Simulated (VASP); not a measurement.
# N on Ru(0001): which site?, part 3 of 3

Where does N sit on Ru(0001), and how strongly does it bind?

VASP 6.6.1, plane waves and PAW; the level of theory is named at each step.

So far. Step 12 (Potential and states with the adsorbate, site fcc): The vacuum level lies 5.25 eV above the Fermi level at the upper face; the two faces differ by 0.52 eV, the step that the slab's dipole of 0.074 e·Å makes.

## (13) Relaxing the adsorbate, site hcp

Input file INCAR:

```
SYSTEM = Ru12N
PREC = Normal
ENCUT = 440
EDIFF = 1E-05
NELM = 120
ISMEAR = 1
SIGMA = 0.15
LREAL = Auto
ALGO = Fast
GGA = RP
NBANDS = 63
LASPH = .TRUE.
LORBIT = 11
LWAVE = .FALSE.
LCHARG = .FALSE.
KPAR = 4
IBRION = 2
NSW = 50
ISIF = 2
EDIFFG = -0.03
POTIM = 0.4
MAXMIX = 40
IDIPOL = 3
LDIPOL = .TRUE.
DIPOL = 0.5 0.5 0.509
```

Input file POSCAR:

```
Ru12N
1.0
    5.4587389580      0.0000000000      0.0000000000
    2.7293694790      4.7274066103      0.0000000000
    0.0000000000      0.0000000000     19.2935003939
Ru N
12 1
Selective dynamics
Direct
    0.0000000000      0.0000000000      0.3887319500  F F F
    0.5000000000      0.0000000000      0.3887319500  F F F
    0.0000000000      0.5000000000      0.3887319500  F F F
    0.5000000000      0.5000000000      0.3887319500  F F F
    0.8333333300      0.3333333300      0.4962060100  T T T
    0.3333333300      0.3333333300      0.4962060100  T T T
    0.8333333300      0.8333333300      0.4962060100  T T T
    0.3333333300      0.8333333300      0.4962060100  T T T
    0.0000000000      0.0000000000      0.6035958400  T T T
    0.5000000000      0.0000000000      0.6035958400  T T T
    0.0000000000      0.5000000000      0.6035958400  T T T
    0.5000000000      0.5000000000      0.6035958400  T T T
    0.3333333300      0.3333333300      0.6632014000  T T T
```

Input file KPOINTS:

```
Automatic mesh
0
Gamma
6 6 1
0 0 0
```

The projector-augmented-wave data sets are Ru and N (PBE family, release 64).

Launch:

```console
> mpirun -np 4 vasp_std
```

The job ended after 4.7 min (4 MPI ranks of AMD EPYC 7R43, shared host; peak memory 1.5 GiB).

Relaxation path:

| step | energy less that of the first step (eV) | largest force (eV/Å) |
| --- | --- | --- |
| 1 | 0.0000 | 0.9444 |
| 2 | -0.1073 | 0.5755 |
| 3 | -0.1455 | 0.8940 |
| 4 | -0.1489 | 0.7901 |
| 5 | -0.1917 | 0.2345 |
| 6 | -0.1928 | 0.2590 |
| 7 | -0.1969 | 0.0871 |
| 8 | -0.1969 | 0.0806 |
| 9 | -0.1969 | 0.0790 |
| 10 | -0.1975 | 0.0515 |
| 11 | -0.1975 | 0.0490 |
| 12 | -0.1975 | 0.0340 |
| 13 | -0.1977 | 0.0276 |

The atoms that moved most (Å):

| atom | dx | dy | dz | length |
| --- | --- | --- | --- | --- |
| Ru11 | -0.065 | 0.038 | 0.070 | 0.102 |
| Ru10 | 0.000 | -0.075 | 0.070 | 0.102 |
| Ru12 | 0.065 | 0.038 | 0.070 | 0.102 |
| Ru6 | 0.000 | 0.000 | -0.056 | 0.056 |
| Ru8 | 0.034 | -0.020 | 0.028 | 0.048 |
| Ru7 | -0.034 | -0.020 | 0.028 | 0.048 |
| Ru5 | 0.000 | 0.040 | 0.028 | 0.048 |
| Ru9 | 0.000 | 0.000 | -0.023 | 0.023 |

Final coordinates:

```cif
data_structure
_symmetry_space_group_name_H-M 'P 1'
_symmetry_Int_Tables_number 1
_cell_length_a 5.4587
_cell_length_b 5.4587
_cell_length_c 19.2935
_cell_angle_alpha 90.000
_cell_angle_beta 90.000
_cell_angle_gamma 60.000
_cell_volume 497.88
loop_
_atom_site_label
_atom_site_type_symbol
_atom_site_fract_x
_atom_site_fract_y
_atom_site_fract_z
_atom_site_occupancy
Ru1 Ru 0.00000 0.00000 0.38873 1
Ru2 Ru 0.50000 0.00000 0.38873 1
Ru3 Ru 0.00000 0.50000 0.38873 1
Ru4 Ru 0.50000 0.50000 0.38873 1
Ru5 Ru 0.82915 0.34170 0.49764 1
Ru6 Ru 0.33333 0.33333 0.49330 1
Ru7 Ru 0.82915 0.82915 0.49764 1
Ru8 Ru 0.34170 0.82915 0.49764 1
Ru9 Ru 0.00000 0.00000 0.60240 1
Ru10 Ru 0.50794 0.98411 0.60720 1
Ru11 Ru 0.98411 0.50794 0.60720 1
Ru12 Ru 0.50794 0.50794 0.60720 1
N13 N 0.33333 0.33333 0.66206 1
```

The run ended after 13 ionic steps, 0.198 eV below its first step, once the forces on the free atoms met EDIFFG = -0.03.

## (14) Potential and states with the adsorbate, site hcp

Input file INCAR:

```
SYSTEM = Ru12N
PREC = Normal
ENCUT = 440
EDIFF = 1E-06
NELM = 120
ISMEAR = 1
SIGMA = 0.15
LREAL = Auto
ALGO = Fast
GGA = RP
NBANDS = 63
LASPH = .TRUE.
LORBIT = 11
LWAVE = .FALSE.
LCHARG = .FALSE.
KPAR = 4
IDIPOL = 3
LDIPOL = .TRUE.
DIPOL = 0.5 0.5 0.51
LVHAR = .TRUE.
LVACPOTAV = .TRUE.
NEDOS = 1500
```

Input file POSCAR:

```
Ru12N
1.0
    5.4587389580      0.0000000000      0.0000000000
    2.7293694790      4.7274066103      0.0000000000
    0.0000000000      0.0000000000     19.2935003939
Ru N
12 1
Selective dynamics
Direct
    0.0000000000      0.0000000000      0.3887319500  F F F
    0.5000000000      0.0000000000      0.3887319500  F F F
    0.0000000000      0.5000000000      0.3887319500  F F F
    0.5000000000      0.5000000000      0.3887319500  F F F
    0.8291475778      0.3417048344      0.4976398408  T T T
    0.3333333300      0.3333333300      0.4933034232  T T T
    0.8291475778      0.8291475778      0.4976398408  T T T
    0.3417048344      0.8291475778      0.4976398408  T T T
    0.0000000000      0.0000000000      0.6024014829  T T T
    0.5079448028      0.9841103943      0.6072014490  T T T
    0.9841103943      0.5079448028      0.6072014490  T T T
    0.5079448028      0.5079448028      0.6072014490  T T T
    0.3333333300      0.3333333300      0.6620617521  T T T
```

KPOINTS is that of step 13.

Launch:

```console
> mpirun -np 4 vasp_std
```

Wall time 71 s (4 MPI ranks); peak memory 1.2 GiB.

The map of layer states is cut here 0.5 eV above the Fermi level, so it leaves out the states above that.

At the end the adsorbate's closest contact with the slab is N-Ru at 1.96 Å, 1.65 Å to the side of the slab's atom, and its lowest atom lies 1.06 Å above the highest atom of the slab.

The vacuum level lies 5.19 eV above the Fermi level at the upper face; the two faces differ by 0.47 eV, the step that the slab's dipole of 0.067 e·Å makes.

VASP counts the dipole in electrons times Å, so a positive number points the physical dipole along −c.

The program found no field-free point at its default tolerance, but its printed level agrees with the flat part of the planar average.

On this mesh the fine structure of the density of states is sampling noise, and high empty states may be cut by the number of bands.

## (15) The sites side by side

This step: adsorption sites, RPBE; plane waves and PAW (VASP 6.6.1).

Derived from the runs above.

The site's symmetry is kept, so a site may be a saddle point. All sites:

| site | adsorption energy (eV) | height over the top layer (Å) | shortest distance to the metal (Å) | bond in the molecule (Å) | change of the work function (eV) | sideways move (Å) |
| --- | --- | --- | --- | --- | --- | --- |
| ontop | 1.203 | 1.995 | 1.652 | - | 0.773 | 0 |
| bridge | -0.4291 | 1.083 | 1.962 | - | 0.4292 | 0.78 |
| fcc | 0.1575 | 1.15 | 1.967 | - | 0.4857 | 0 |
| hcp | -0.4292 | 1.082 | 1.961 | - | 0.4264 | 0 |

Each adsorption energy is the energy with the adsorbate less the clean slab (-95.935 eV) and the reference (-8.143 eV, half of N2).

## (16) Results

* ontop start: 1.20 eV
* bridge start, slid off: -0.43 eV
* fcc start: 0.16 eV
* hcp start: -0.43 eV

**Reading.** Among the starts that kept their site, N is lowest at the hcp site of Ru(0001), at -0.43 eV against half of N2; fcc lies 0.59 eV higher and ontop lies 1.63 eV higher. The bridge start slid 0.78 Å sideways and ended at -0.43 eV, so that site is no minimum and its row belongs to another place. At that site the work function rises by 0.43 eV from 4.77 eV. The bare lower face moves by -0.05 eV too, a measure of how thin the slab is. Symmetry was kept, so any start that stayed on its site may sit on a saddle point. The slab is thin, and zero-point and thermal parts are left out.

[Lines on the potential files, build, host, timing and source positions are cut from VASP's logs without a mark.]

[Logs are printed without paths, hosts, clocks, repeated set-up lines and the standing remarks that a program may print on its own settings, such as how far it seeks lower states.]

[Hosts, paths, dates, database ids (printed as entryN), source tags and the programs' standing remarks are cut or masked in the printed files.]

[Runs that stopped without an error message from VASP are left out.]
